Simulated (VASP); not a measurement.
# Which native defect does Gd3Sn7 form most easily?

Which native defect is cheapest in Gd3Sn7, and how does that change with the growth condition? The start is a cell from a database of measured crystal structures.

Program: VASP 6.6.1. Level of theory: LDA, 4f electrons in the core; plane waves and PAW (Gd_3, Sn), in the first sound run; inputs show where later runs differ. Results are calculated unless marked as measured.

## 1. The host crystal

It takes space group Cmmm (No. 65, orthorhombic). Conventional cell: a = 4.460 Å, b = 26.516 Å, c = 4.382 Å, α = 90.00°, β = 90.00°, γ = 90.00°. Nearest to Gd lie 8 Sn at 3.16 to 3.23 Å. Nearest to Gd lie 12 Sn at 3.13 to 3.40 Å. Nearest to Sn lie 4 Gd at 3.13 Å and 8 Sn at 3.36 to 3.38 Å. Nearest to Sn lie 6 Sn at 3.13 to 3.38 Å and 4 Gd at 3.16 to 3.40 Å. Nearest to Sn lie 6 Sn at 3.13 to 3.36 Å and 4 Gd at 3.23 to 3.34 Å. Nearest to Sn lie 4 Gd at 3.18 Å and 2 Sn at 3.27 Å. Farther neighbours are not listed.

Structure file:

```xyz
10
Lattice="2.2298 -13.2582 0.0000 2.2298 13.2582 0.0000 0.0000 0.0000 4.3823" Properties=species:S:1:pos:R:3 pbc="T T T"
Gd    2.2298    4.8525    0.0000
Gd    2.2298   -4.8525    0.0000
Gd    0.0000    0.0000    2.1911
Sn    2.2298    0.0000    0.0000
Sn    2.2298    2.5721    2.1911
Sn    2.2298   -2.5721    2.1911
Sn    2.2298   10.7391    0.0000
Sn    2.2298  -10.7391    0.0000
Sn    2.2298    7.8223    2.1911
Sn    2.2298   -7.8223    2.1911
```

## 2. Relaxing the host crystal

First cell and atoms are relaxed at a raised cutoff, so that later runs start from this functional's own cell.

File INCAR:

```
SYSTEM = Gd3Sn7
PREC = Normal
ENCUT = 350
EDIFF = 1E-05
NELM = 120
ISMEAR = 1
SIGMA = 0.15
LREAL = Auto
ALGO = Fast
GGA = CA
NBANDS = 37
LASPH = .TRUE.
LORBIT = 11
LWAVE = .FALSE.
LCHARG = .FALSE.
KPAR = 8
IBRION = 2
NSW = 40
ISIF = 3
EDIFFG = -0.03
POTIM = 0.4
```

File POSCAR:

```
Gd3Sn7
1.0
    2.2298500000    -13.2581500000      0.0000000000
    2.2298500000     13.2581500000      0.0000000000
    0.0000000000      0.0000000000      4.3823000000
Gd Sn
3 7
Direct
    0.3170000000      0.6830000000      0.0000000000
    0.6830000000      0.3170000000      0.0000000000
    0.0000000000      0.0000000000      0.5000000000
    0.5000000000      0.5000000000      0.0000000000
    0.4030000000      0.5970000000      0.5000000000
    0.5970000000      0.4030000000      0.5000000000
    0.0950000000      0.9050000000      0.0000000000
    0.9050000000      0.0950000000      0.0000000000
    0.2050000000      0.7950000000      0.5000000000
    0.7950000000      0.2050000000      0.5000000000
```

File KPOINTS:

```
Automatic mesh
0
Gamma
4 4 4
0 0 0
```

PAW data sets: Gd_3 and Sn (PBE family, release 64).

Run with:

```console
$ mpirun -np 8 vasp_std
```

The log of the run:

```text
[banner, memory and clock lines left out]
running    8 mpi-ranks, on    1 nodes
 distrk:  each k-point on    1 cores,    8 groups
 distr:  one band on    1 cores,    1 groups

 POSCAR found type information on POSCAR GdSn
 POSCAR found :  2 types and      10 ions
|                                                                             |
|           W    W    AA    RRRRR   N    N  II  N    N   GGGG   !!!           |
|           W    W   A  A   R    R  NN   N  II  NN   N  G    G  !!!           |
|           W    W  A    A  R    R  N N  N  II  N N  N  G       !!!           |
|           W WW W  AAAAAA  RRRRR   N  N N  II  N  N N  G  GGG   !            |
|           WW  WW  A    A  R   R   N   NN  II  N   NN  G    G                |
|           W    W  A    A  R    R  N    N  II  N    N   GGGG   !!!           |
|                                                                             |
|     For optimal performance we recommend to set                             |
|       NCORE = 2 up to number-of-cores-per-socket                            |
|     NCORE specifies how many cores store one orbital (NPAR=cpu/NCORE).      |
|     This setting can greatly improve the performance of VASP for DFT.       |
|     The default, NCORE=1 might be grossly inefficient on modern             |
|     multi-core architectures or massively parallel machines. Do your        |
|     Unfortunately you need to use the default for GW and RPA                |
|     calculations (for HF NCORE is supported but not extensively tested      |
|     yet).                                                                   |
|                                                                             |

|                                                                             |
|               ----> ADVICE to this user running VASP <----                  |
|                                                                             |
|     You enforced a specific xc type in the INCAR file but a different       |
|     [... a line on the potential file left out ...]
|     I HOPE YOU KNOW WHAT YOU ARE DOING!                                     |
|                                                                             |

 LDA part: xc-table for (Slater(with rela. corr.)+CA(PZ))
 , standard interpolation
 POSCAR, INCAR and KPOINTS ok, starting setup
 FFT: planning ... GRIDC
 FFT: planning ... GRID_SOFT
 FFT: planning ... GRID
 WAVECAR not read
 entering main loop
       N       E                     dE             d eps       ncg     rms          rms(c)
DAV:   1     0.182886237522E+03    0.18289E+03   -0.18151E+04  1562   0.910E+02
DAV:   2    -0.365697135291E+02   -0.21946E+03   -0.21215E+03  1823   0.229E+02
DAV:   3    -0.533345394920E+02   -0.16765E+02   -0.16340E+02  2100   0.466E+01
DAV:   4    -0.537628853055E+02   -0.42835E+00   -0.42572E+00  2004   0.757E+00
DAV:   5    -0.537744563082E+02   -0.11571E-01   -0.11560E-01  2140   0.113E+00    0.363E+01
RMM:   6    -0.534042439397E+02    0.37021E+00   -0.31984E-01  1592   0.148E+00    0.214E+01
RMM:   7    -0.532860910148E+02    0.11815E+00   -0.47628E-01  1611   0.215E+00    0.117E+00
RMM:   8    -0.532407214515E+02    0.45370E-01   -0.89629E-02  1609   0.106E+00    0.390E-01
RMM:   9    -0.532381836818E+02    0.25378E-02   -0.17972E-02  1738   0.488E-01    0.161E-01
RMM:  10    -0.532382806302E+02   -0.96948E-04   -0.39127E-03  1793   0.206E-01    0.119E-01
RMM:  11    -0.532382974178E+02   -0.16788E-04   -0.96082E-04  1680   0.100E-01    0.659E-02
RMM:  12    -0.532382546906E+02    0.42727E-04   -0.19644E-04  1527   0.524E-02    0.983E-03
RMM:  13    -0.532382583837E+02   -0.36931E-05   -0.67919E-05  1362   0.231E-02
   1 F= -.53238258E+02 E0= -.53239497E+02  d E =-.532383E+02
 curvature:   0.00 expect dE= 0.000E+00 dE for cont linesearch  0.000E+00
 trial: gam= 0.00000 g(F)=  0.152E+00 g(S)=  0.261E+00 ort = 0.000E+00 (trialstep = 0.100E+01)
 search vector abs. value=  0.413E+00
 bond charge predicted
       N       E                     dE             d eps       ncg     rms          rms(c)
DAV:   1    -0.537990147941E+02   -0.56076E+00   -0.14057E+01  1582   0.168E+01    0.571E+00
RMM:   2    -0.535949418569E+02    0.20407E+00   -0.80191E-01  1732   0.383E+00    0.218E+00
RMM:   3    -0.535000495829E+02    0.94892E-01   -0.30592E-01  1680   0.227E+00    0.525E-01
RMM:   4    -0.534981485924E+02    0.19010E-02   -0.79965E-02  1903   0.112E+00    0.458E-01
RMM:   5    -0.534978620254E+02    0.28657E-03   -0.72139E-03  1808   0.403E-01    0.366E-01
RMM:   6    -0.534976655047E+02    0.19652E-03   -0.34270E-03  1721   0.226E-01    0.106E-01
RMM:   7    -0.534975006347E+02    0.16487E-03   -0.10508E-03  1647   0.151E-01    0.462E-02
RMM:   8    -0.534975194066E+02   -0.18772E-04   -0.37295E-04  1770   0.761E-02    0.344E-02
RMM:   9    -0.534975227171E+02   -0.33105E-05   -0.59882E-05  1392   0.312E-02
   2 F= -.53497523E+02 E0= -.53499350E+02  d E =-.259264E+00
[... from here on, the cycles between the ionic steps are left out ...]
   3 F= -.53510187E+02 E0= -.53512176E+02  d E =-.271928E+00
   4 F= -.53665381E+02 E0= -.53668722E+02  d E =-.155195E+00
   5 F= -.53702297E+02 E0= -.53705173E+02  d E =-.192110E+00
   6 F= -.53702619E+02 E0= -.53705693E+02  d E =-.192432E+00
   7 F= -.53719166E+02 E0= -.53722724E+02  d E =-.165475E-01
   8 F= -.53720747E+02 E0= -.53724253E+02  d E =-.181287E-01
   9 F= -.53727799E+02 E0= -.53731497E+02  d E =-.705128E-02
  10 F= -.53730578E+02 E0= -.53733984E+02  d E =-.983094E-02
  11 F= -.53730960E+02 E0= -.53734488E+02  d E =-.102126E-01
  12 F= -.53733768E+02 E0= -.53737344E+02  d E =-.280828E-02
  13 F= -.53734665E+02 E0= -.53738294E+02  d E =-.370475E-02
  14 F= -.53735390E+02 E0= -.53739055E+02  d E =-.725170E-03
  15 F= -.53735456E+02 E0= -.53739114E+02  d E =-.791322E-03
 curvature:  -1.12 expect dE=-0.552E-03 dE for cont linesearch -0.202E-05
 trial: gam= 0.47325 g(F)=  0.299E-03 g(S)=  0.191E-03 ort =-0.578E-04 (trialstep = 0.167E+01)
 search vector abs. value=  0.852E-03
 bond charge predicted
       N       E                     dE             d eps       ncg     rms          rms(c)
DAV:   1    -0.537355061588E+02   -0.48229E-04   -0.66558E-02  1599   0.112E+00    0.152E-01
RMM:   2    -0.537358337189E+02   -0.32756E-03   -0.42463E-03  1768   0.289E-01    0.583E-02
RMM:   3    -0.537359029333E+02   -0.69214E-04   -0.87558E-04  1943   0.131E-01    0.346E-02
RMM:   4    -0.537359088997E+02   -0.59664E-05   -0.86297E-05  1453   0.398E-02
  16 F= -.53735909E+02 E0= -.53739574E+02  d E =-.452808E-03
 trial-energy change:   -0.000453  1 .order   -0.000444   -0.000773   -0.000116
 step:   1.9615(harm=  1.9615)  dis= 0.00478  next Energy=   -53.735911 (dE=-0.455E-03)
 reached required accuracy - stopping structural energy minimisation
```

Run time: 4.5 min. Hardware: 8 MPI ranks of Intel Xeon Platinum 8259CL at 2.50GHz (Skylake/Cascade Lake), shared host; peak memory 2.7 GiB; 35 min of CPU time.

The logs omit lines about the potential files and the build; timing stands in the text.

OUTCAR, selected parts (step 2):

```text
ion  position               nearest neighbor table
   1  0.317  0.683  0.000-   5 3.16   5 3.16  10 3.18  10 3.18  10 3.18  10 3.18   8 3.23   8 3.23
                             9 3.69   9 3.69
   2  0.683  0.317  0.000-   6 3.16   6 3.16   9 3.18   9 3.18   9 3.18   9 3.18   7 3.23   7 3.23
                            10 3.69  10 3.69
   3  0.000  0.000  0.500-   4 3.13   4 3.13   4 3.13   4 3.13   7 3.34   8 3.34   8 3.34   7 3.34
                             6 3.40   5 3.40   6 3.40   5 3.40
   4  0.500  0.500  0.000-   3 3.13   3 3.13   3 3.13   3 3.13   7 3.36   8 3.36   7 3.36   8 3.36
                             6 3.38   5 3.38   5 3.38   6 3.38
   5  0.403  0.597  0.500-   8 3.13   8 3.13   8 3.13   8 3.13   1 3.16   1 3.16   4 3.38   4 3.38
                             3 3.40   3 3.40  10 3.63  10 3.63
   6  0.597  0.403  0.500-   7 3.13   7 3.13   7 3.13   7 3.13   2 3.16   2 3.16   4 3.38   4 3.38
                             3 3.40   3 3.40   9 3.63   9 3.63
   7  0.095  0.905  0.000-   6 3.13   6 3.13   6 3.13   6 3.13   2 3.23   2 3.23   3 3.34   3 3.34
                             4 3.36   4 3.36   9 3.65   9 3.65
   8  0.905  0.095  0.000-   5 3.13   5 3.13   5 3.13   5 3.13   1 3.23   1 3.23   3 3.34   3 3.34
                             4 3.36   4 3.36  10 3.65  10 3.65
   9  0.205  0.795  0.500-   2 3.18   2 3.18   2 3.18   2 3.18  10 3.27  10 3.27   6 3.63   6 3.63
                             7 3.65   7 3.65   1 3.69   1 3.69
  10  0.795  0.205  0.500-   1 3.18   1 3.18   1 3.18   1 3.18   9 3.27   9 3.27   5 3.63   5 3.63
                             8 3.65   8 3.65   2 3.69   2 3.69

  LATTYP: Found a base centered orthorhombic cell.
 ALAT       =     4.4597000000
 B/A-ratio  =     5.9457586833
 C/A-ratio  =     0.9826445725

 Subroutine GETGRP returns: Found  8 space group operations
 (whereof  8 operations were pure point group operations)

The static configuration has the point symmetry D_2h.

 Found     21 irreducible k-points:

   k-points           NKPTS =     21   k-points in BZ     NKDIM =     21   number of bands    NBANDS=     37

   dimension x,y,z NGX =    64 NGY =   64 NGZ =   20
   dimension x,y,z NGXF=   128 NGYF=  128 NGZF=   40

   ENCUT  =  350.0 eV  25.72 Ry    5.07 a.u.  20.51 20.51  6.68*2*pi/ulx,y,z

   NELECT =      55.0000    total number of electrons

 k-points in reciprocal lattice and weights: Automatic mesh
   0.00000000  0.00000000  0.00000000       0.016
   0.25000000 -0.00000000  0.00000000       0.062
   0.50000000 -0.00000000  0.00000000       0.031
   0.25000000  0.25000000  0.00000000       0.031
   0.50000000  0.25000000  0.00000000       0.062
  -0.25000000  0.25000000  0.00000000       0.031
   0.50000000  0.50000000  0.00000000       0.016
   0.00000000  0.00000000  0.25000000       0.031
   0.25000000 -0.00000000  0.25000000       0.125
[...]
-0.25000000  0.25000000  0.50000000       0.031
   0.50000000  0.50000000  0.50000000       0.016

 average (electrostatic) potential at core
       1 -33.5738       2 -33.5738       3 -33.5482       4 -43.2250       5 -43.0277
       6 -43.0277       7 -43.0046       8 -43.0046       9 -42.7303      10 -42.7303

 E-fermi :   5.4416

 k-point     1 :       0.0000    0.0000    0.0000
  band No.  band energies     occupation
    ...
     23       4.1819      2.00000
     24       4.2037      2.00000
     25       4.4837      2.00000
     26       4.9718      2.00009
     27       5.1698      2.02796
     28       6.4941     -0.00000
     29       6.4977     -0.00000
     30       6.5537     -0.00000
     31       7.0986     -0.00000
     32       7.1289     -0.00000
    ...

 k-point     2 :       0.2500   -0.0000    0.0000
  band No.  band energies     occupation
    ...
     24       4.3880      2.00000
     25       4.5316      2.00000
     26       5.0104      2.00037
     27       5.2143      2.05393
     28       5.3433      1.88685
     29       5.6540     -0.06234
     30       6.2616     -0.00000
     31       6.7653     -0.00000
     32       6.9446     -0.00000
     33       7.2182     -0.00000
    ...

 k-point     3 :       0.5000   -0.0000    0.0000
  band No.  band energies     occupation
    ...
     23       4.0981      2.00000
     24       4.2065      2.00000
     25       4.9367      2.00002
     26       5.3852      1.58907
     27       5.4265      1.16923
     28       5.6611     -0.05849
     29       5.7505     -0.01314
     30       6.1968     -0.00000
     31       6.5037     -0.00000
     32       6.5069     -0.00000
    ...

  Total        0.0747735      0.0722264      0.0341507     -0.0000000      0.0000000      0.0000000
  in kB        0.4858115      0.4692626      0.2218807     -0.0000000      0.0000000      0.0000000
  external PRESSURE =       0.3923182 kB  Pullay stress =       0.0000000 kB

  energy-cutoff  :      350.00
  volume of cell :      246.60
      direct lattice vectors                 reciprocal lattice vectors
     2.181862048-12.949602264  0.000000000     0.229162059 -0.038611224  0.000000000
     2.181862048 12.949602264  0.000000000     0.229162059  0.038611224  0.000000000
     0.000000000  0.000000000  4.363921366     0.000000000  0.000000000  0.229151700

 POSITION                                       TOTAL-FORCE (eV/Angst)
 -----------------------------------------------------------------------------------
      2.18186      4.88682      0.00000         0.000000      0.001076      0.000000
      2.18186     -4.88682      0.00000         0.000000     -0.001076      0.000000
      0.00000      0.00000      2.18196         0.000000      0.000000      0.000000
      2.18186      0.00000      4.36392         0.000000      0.000000      0.000000
      2.18186      2.51260      2.18196         0.000000     -0.008551      0.000000
      2.18186     -2.51260      2.18196         0.000000      0.008551      0.000000
      2.18186     10.43534      0.00000         0.000000      0.007416     -0.000000
      2.18186    -10.43534      4.36392         0.000000     -0.007416      0.000000
      2.18186      7.46972      2.18196         0.000000      0.021609      0.000000
      2.18186     -7.46972      2.18196         0.000000     -0.021609      0.000000
 -----------------------------------------------------------------------------------
    total drift:                                0.000000     -0.000000      0.000000

  FREE ENERGIE OF THE ION-ELECTRON SYSTEM (eV)
  ---------------------------------------------------
  free  energy   TOTEN  =       -53.7359088997 eV

  energy  without entropy=      -53.7469027153  energy(sigma->0) =      -53.73957350

 reached required accuracy - stopping structural energy minimisation

 total charge
# of ion       s       p       d       tot
------------------------------------------
    1        0.220   6.365   1.308   7.893
    2        0.220   6.365   1.308   7.893
    3        0.222   6.359   1.401   7.983
    4        1.486   1.608   0.133   3.227
    5        1.446   1.636   0.128   3.209
    6        1.446   1.636   0.128   3.209
    7        1.447   1.641   0.125   3.213
    8        1.447   1.641   0.125   3.213
    9        1.436   1.786   0.110   3.332
   10        1.436   1.786   0.110   3.332
--------------------------------------------------
tot         10.806  30.822   4.876  46.504

[... 3 further parts left out ...]
```

The data set Gd_3 holds the 4f electrons frozen in the core, so no f bands or f moments appear. This run has no spin polarisation. Its electron count is odd, so without a moment it is a metal by construction. The k-mesh is coarse for a metal. The PAW data sets were made with PBE, a small mismatch for LDA. The data set Sn keeps the semicore shell frozen, which is cheaper and a little less accurate. The run keeps the 8 symmetry operations of its start, so it cannot find a distortion of lower symmetry.

Relaxation path:

| step | energy less that of the first step (eV) | largest force (eV/Å) | pressure (GPa) | volume (Å³) |
| --- | --- | --- | --- | --- |
| 1 | 0.0000 | 1.0696 | -2.86 | 259.11 |
| 2 | -0.2593 | 0.9758 | 0.63 | 245.48 |
| 3 | -0.2719 | 0.9182 | 1.74 | 241.84 |
| 4 | -0.4271 | 0.4581 | 1.22 | 242.84 |
| 5 | -0.4640 | 0.2337 | 1.03 | 243.68 |
| 6 | -0.4644 | 0.2169 | 1.01 | 243.60 |
| 7 | -0.4809 | 0.1257 | -0.65 | 248.89 |
| 8 | -0.4825 | 0.1415 | -0.30 | 247.62 |
| 9 | -0.4895 | 0.1119 | -0.12 | 247.13 |
| 10 | -0.4923 | 0.0809 | 0.17 | 246.31 |
| 11 | -0.4927 | 0.0884 | 0.09 | 246.52 |
| 12 | -0.4955 | 0.0591 | -0.02 | 246.88 |
| 13 | -0.4964 | 0.0482 | -0.15 | 247.24 |
| 14 | -0.4971 | 0.0515 | 0.12 | 246.27 |
| 15 | -0.4972 | 0.0516 | 0.08 | 246.47 |
| 16 | -0.4977 | 0.0216 | 0.04 | 246.60 |

```
conventional cell, symmetrised  before   after  change
                         a (Å)   4.460   4.364  -2.2 %
                         b (Å)  26.516  25.899  -2.3 %
                         c (Å)   4.382   4.364  -0.4 %
              volume (Å³/atom)   25.91   24.66  -4.8 %
```

The atoms that moved most (Å, as changes of fractional coordinates times the final cell):

| atom | dx | dy | dz | length |
| --- | --- | --- | --- | --- |
| Sn10 | 0.000 | 0.171 | 0.000 | 0.171 |
| Sn9 | 0.000 | -0.171 | 0.000 | 0.171 |
| Gd1 | 0.000 | 0.147 | 0.000 | 0.147 |
| Gd2 | 0.000 | -0.147 | 0.000 | 0.147 |
| Sn7 | 0.000 | -0.054 | 0.000 | 0.054 |
| Sn8 | 0.000 | 0.054 | 0.000 | 0.054 |

The relaxed structure:

```cif
data_structure
_symmetry_space_group_name_H-M 'P 1'
_symmetry_Int_Tables_number 1
_cell_length_a 13.1321
_cell_length_b 13.1321
_cell_length_c 4.3639
_cell_angle_alpha 90.000
_cell_angle_beta 90.000
_cell_angle_gamma 160.872
_cell_volume 246.60
loop_
_atom_site_label
_atom_site_type_symbol
_atom_site_fract_x
_atom_site_fract_y
_atom_site_fract_z
_atom_site_occupancy
Gd1 Gd 0.31131 0.68869 0.00000 1
Gd2 Gd 0.68869 0.31131 0.00000 1
Gd3 Gd 0.00000 0.00000 0.50000 1
Sn4 Sn 0.50000 0.50000 0.00000 1
Sn5 Sn 0.40299 0.59701 0.50000 1
Sn6 Sn 0.59701 0.40299 0.50000 1
Sn7 Sn 0.09708 0.90292 0.00000 1
Sn8 Sn 0.90292 0.09708 0.00000 1
Sn9 Sn 0.21158 0.78842 0.50000 1
Sn10 Sn 0.78842 0.21158 0.50000 1
```

Numbers from this step:

| Property | Result |
| --- | --- |
| electronic cycles | 108 |
| electrons | 55 |
| free energy (TOTEN) | -53.7359 eV |
| energy at zero smearing | -53.7396 eV |
| Fermi energy | 5.442 eV |
| labelled metallic, from the levels on this mesh | yes |

The run ended after 16 ionic steps, 0.498 eV below its first step, once forces and stress met EDIFFG = -0.03.

[end of part 1 of 7]

[Lines on the potential files, build, host, timing and source positions are cut from VASP's logs without a mark.]

[Logs are printed without paths, hosts, clocks, repeated set-up lines and the standing remarks that a program may print on its own settings, such as how far it seeks lower states.]

[Hosts, paths, dates, database ids (printed as entryN), source tags and the programs' standing remarks are cut or masked in the printed files.]

[In band tables of VASP the shares of atoms and orbitals are scaled to a sum of 1 inside the atoms' spheres.]

[Runs that stopped without an error message from VASP are left out.]
